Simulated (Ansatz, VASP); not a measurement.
# ZnGa39O60 (partly crystallised Ga2O3) in two plane-wave programs, part 3 of 3

Wanted: the spread between two codes on one cell, functional and k mesh. Of the first pair: The structure shown is the start of the Ansatz relaxation below; VASP solves that cell, so the two are compared at the walk's first step.

VASP 6.6.1 and Ansatz 0.2.0.

So far. Step 3 (VASP: single point, LDA, start cell, pair 1): The run ends at a pressure of -1.80 GPa, with forces up to 1.3 eV/Å.

## (6) VASP: single point, LDA, relaxed cell, pair 2

Level of this step: LDA, spin-polarised from a ferromagnetic start; plane waves and PAW (Ga_d, Zn, O) (VASP).

The same cell, functional (in two slightly different forms), mesh and smearing now go to VASP, with its own data sets.

INCAR

```
SYSTEM = ZnGa39O60
PREC = Accurate
ENCUT = 520
EDIFF = 1E-06
NELM = 200
ISMEAR = -1
SIGMA = 0.025
LREAL = Auto
ALGO = Normal
GGA = PW92
NBANDS = 512
ISPIN = 2
MAGMOM = 0 -0 -0 -0 -0 -0 -0 -0 -0 -0 0 0 -0 0 0 -0 -0 0 -0 -0 -0 0 0 -0 -0 -0 -0 0 -0 -0 0 -0 0 0 -0 -0 0 0 -0 0 -0 0 -0 -0 0 0 0 0.03 -0 0 -0 0 0.01 0 -0 0.03 0 0 0 0 0 0 -0 0 0 0.01 0 0.01 0 0 0 -0 0 -0 0 -0 0 0 0 0 0 -0 0 0 -0 0 -0 -0 0.41 0 0.3 -0 0 0 0 0 0 0 0 0
LORBIT = 11
LWAVE = .FALSE.
LCHARG = .FALSE.
ISIF = 2
LASPH = .TRUE.
GGA_COMPAT = .FALSE.
NCORE = 2
```

POSCAR

```
ZnGa39O60
1.0
   10.0712400000      0.0000000000      0.0000000000
    0.0000000000     10.0712400000      0.0000000000
    0.0000000000      0.0000000000     10.0712400000
Ga Zn O
39 1 60
Direct
    0.6477900000      0.9070300000      0.6915500000
    0.4000400000      0.2370400000      0.0278900000
[... 5 atom lines left out ...]
    0.8919200000      0.1588700000      0.3365500000
    0.1415500000      0.9419100000      0.2991400000
[... 4 atom lines left out ...]
    0.6810500000      0.7058800000      0.4938500000
[... 4 atom lines left out ...]
    0.1990100000      0.1666100000      0.7511900000
[... 1 atom line left out ...]
    0.6743700000      0.2306200000      0.6375200000
[... 5 atom lines left out ...]
    0.9579900000      0.2324000000      0.6026100000
    0.8983200000      0.7793700000      0.7603400000
    0.1513900000      0.9057400000      0.6834000000
    0.9236500000      0.0874800000      0.8447200000
    0.1343200000      0.7014400000      0.5077200000
[... 7 atom lines left out ...]
    0.6526700000      0.9328000000      0.3142900000
    0.8955800000      0.9541700000      0.5308900000
    0.7231300000      0.1125700000      0.2711100000
[... 1 atom line left out ...]
    0.8294900000      0.2352700000      0.7735700000
    0.5694700000      0.7425300000      0.3322300000
[... 5 atom lines left out ...]
    0.0042400000      0.8073000000      0.5984300000
[... 1 atom line left out ...]
    0.1027500000      0.7525000000      0.3315800000
    0.0438000000      0.0753500000      0.6796100000
[... 1 atom line left out ...]
    0.0890700000      0.3361000000      0.7051900000
[... 1 atom line left out ...]
    0.9792200000      0.0017300000      0.3678300000
    0.4830900000      0.8521200000      0.6176000000
[... 2 atom lines left out ...]
    0.0683700000      0.5346100000      0.5112600000
    0.0840800000      0.9357600000      0.1154900000
[... 1 atom line left out ...]
    0.7886800000      0.6083700000      0.3878200000
[... 1 atom line left out ...]
    0.8252000000      0.9518100000      0.7332300000
[... 1 atom line left out ...]
    0.2217400000      0.7187600000      0.6936000000
[... 1 atom line left out ...]
    0.8137700000      0.3431500000      0.3289500000
    0.0665700000      0.8653000000      0.8521100000
[... 1 atom line left out ...]
    0.8503300000      0.4084100000      0.5991700000
[... 1 atom line left out ...]
    0.5778700000      0.2914700000      0.4879900000
[... 1 atom line left out ...]
    0.7735800000      0.8290900000      0.1865900000
    0.5779700000      0.8916700000      0.8700900000
[... 4 atom lines left out ...]
    0.7181500000      0.8868100000      0.4869500000
    0.0610100000      0.2773900000      0.4491300000
[... 1 atom line left out ...]
    0.7304100000      0.7126200000      0.6828800000
[... 2 atom lines left out ...]
    0.3000700000      0.1666000000      0.5918800000
    0.8161000000      0.1477200000      0.5228800000
    0.2378600000      0.9365900000      0.5203400000
    0.4972500000      0.0206400000      0.3848200000
    0.9785500000      0.6104500000      0.8033000000
    0.8209300000      0.7703200000      0.9449600000
    0.9904500000      0.2177000000      0.1885600000
    0.5597800000      0.0812200000      0.6810800000
[... 1 atom line left out ...]
    0.2351800000      0.1062400000      0.2907100000
[... 1 atom line left out ...]
    0.9735100000      0.4109300000      0.9679300000
```

KPOINTS

```
Automatic mesh
0
Gamma
1 1 1
0 0 0
```

PAW data sets: Ga_d, Zn and O (LDA family, release 64).

Launch:

```sh
$ mpirun -np 8 vasp_gam
```

Numbers of over 12 decimals in the logs are rounded to 6 here.

The program printed:

```text
[banner, memory and clock lines left out]
running    8 mpi-ranks, on    1 nodes
[...]
[... a notice as in an earlier step ...]

 LDA part: xc-table for (Slater(with rela. corr.)+PW92), standard interpolation
 POSCAR, INCAR and KPOINTS ok, starting setup
[...]
entering main loop
       N       E                     dE             d eps       ncg     rms          rms(c)
DAV:   1     0.260674502201E+05    0.26067E+05   -0.30228E+05  2056   0.368E+03
DAV:   2     0.602048375889E+04   -0.20047E+05   -0.19052E+05  2048   0.107E+03
DAV:   3     0.199832137721E+03   -0.58207E+04   -0.54938E+04  2520   0.398E+02
DAV:   4    -0.657520719671E+03   -0.85735E+03   -0.83371E+03  2216   0.159E+02
[...]
DAV:  21    -0.667342268880E+03   -0.33103E-05   -0.56121E-05  2520   0.320E-02    0.138E-02
DAV:  22    -0.667342268905E+03   -0.24665E-07   -0.12645E-05  2384   0.248E-02    0.847E-03
DAV:  23    -0.667342268868E+03    0.36656E-07   -0.53245E-06  1712   0.113E-02
   1 F= -.66734227E+03 E0= -.66733538E+03  d E =-.137761E-01  mag=     0.9392
```

OUTCAR, selected parts (step 6):

```text
  Total      -27.8099001      4.9861027     -4.1760358      6.5158149     -7.0504258     12.8553059
  in kB      -43.6175407      7.8202920     -6.5497686     10.2195196    -11.0580128     20.1624898
  external PRESSURE =     -14.1156724 kB  Pullay stress =       0.0000000 kB

 POSITION                                       TOTAL-FORCE (eV/Angst)
 -----------------------------------------------------------------------------------
      6.52405      9.13492      6.96477         0.038392     -0.049397     -0.030009
      4.02890      2.38729      0.28089        -0.018040      0.016028      0.017366
      4.07069      6.34468     10.05382         0.003224     -0.045697     -0.010715
[...]
9.97506      2.19251      1.89903         0.000124     -0.058203     -0.111330
      5.63768      0.81799      6.85932        -0.062030      0.063140      0.005759
      3.07374      3.90442      3.83029        -0.062473     -0.032136      0.008345
      2.36855      1.06997      2.92781         0.032815     -0.002701      0.029949
      3.17748      2.72457      8.66016         0.004482     -0.037116      0.019439
      9.80445      4.13857      9.74826        -0.063256      0.024422      0.007588
 -----------------------------------------------------------------------------------
    total drift:                               -0.016415      0.004964      0.014796

  FREE ENERGIE OF THE ION-ELECTRON SYSTEM (eV)
  ---------------------------------------------------
  free  energy   TOTEN  =      -667.3422688685 eV

  energy  without entropy=     -667.3284927226  energy(sigma->0) =     -667.33538080

 magnetization (x)
# of ion       s       p       d       tot
------------------------------------------
    1       -0.000   0.000   0.001   0.001
    2       -0.000  -0.000   0.000  -0.000
    3       -0.000  -0.000  -0.000  -0.000
    4       -0.000  -0.000   0.000  -0.000
    5       -0.000  -0.001   0.000  -0.001
    6       -0.006  -0.007  -0.000  -0.013
    7       -0.001  -0.001  -0.000  -0.002
    8       -0.000  -0.000   0.000  -0.000
    9       -0.000  -0.001  -0.000  -0.001
   10       -0.000  -0.000  -0.000  -0.000
   11       -0.000   0.000   0.000   0.000
   12       -0.000  -0.000   0.000   0.000
   13       -0.000  -0.000   0.000  -0.000
[...]
--------------------------------------------------
tot         -0.006   0.774   0.011   0.779

[... 2 parts as in an earlier step ...]

[... 1 further part left out ...]
[key lines of the parts left out:]
E-fermi :   4.2903
```

The run ends at a pressure of -1.41 GPa, with forces up to 0.13 eV/Å.

## (7) Side by side

What differs besides the data sets and the points named for the pairs above, as far as they apply: site moments are counted in spheres of each program's own size. Total energies have different zeros and are not compared.

The two programs side by side:

```csv
quantity,Ansatz,VASP,difference
total moment (μB),0.94,0.94,0.00
moment on O89 (μB),0.41,0.39,+0.02
moment on O91 (μB),0.30,0.29,+0.01
```

Forces on 7 of the 100 atoms, those with the largest forces and the largest differences (eV/Å; atoms numbered as in POSCAR):

```csv
atom,"Ansatz x, y, z","VASP x, y, z"
Ga11,"-0.008, 0.019, 0.007","0.027, 0.098, 0.039"
O66,"-0.006, 0.005, -0.001","0.026, 0.085, 0.014"
O67,"0.009, 0.020, -0.011","-0.038, 0.045, -0.077"
O89,"0.035, -0.016, -0.046","0.038, 0.050, -0.099"
O90,"-0.006, 0.023, 0.026","-0.098, -0.024, -0.009"
O91,"0.019, 0.010, -0.019","-0.007, -0.011, -0.115"
O95,"-0.007, 0.006, -0.008","0.000, -0.058, -0.111"
```

The forces differ by 34 meV/Å r.m.s., which is 97.0 % of the r.m.s. force of 0.035 eV/Å (both taken over all components).

## (8) Summary of results

```
r.m.s. force difference (single point, LDA, start cell, pair 1)   : 37 meV/Å
r.m.s. force difference (single point, LDA, relaxed cell, pair 2) : 34 meV/Å
```

**Reading.** The r.m.s. force difference is 37 meV/Å (single point, LDA, start cell, pair 1), beyond the 12 meV/Å picked in this series as the mark of a large difference. What causes the difference of the single point, LDA, start cell, pair 1 pair stays open here. What causes the difference of the single point, LDA, relaxed cell, pair 2 pair stays open here. How closely two codes agree says nothing of how well the functional describes the real material.

[Lines on the potential files, build, host, timing and source positions are cut from VASP's logs without a mark.]

[Logs are printed without paths, hosts, clocks, repeated set-up lines and the standing remarks that a program may print on its own settings, such as how far it seeks lower states.]

[Hosts, paths, dates, database ids (printed as entryN), source tags and the programs' standing remarks are cut or masked in the printed files.]
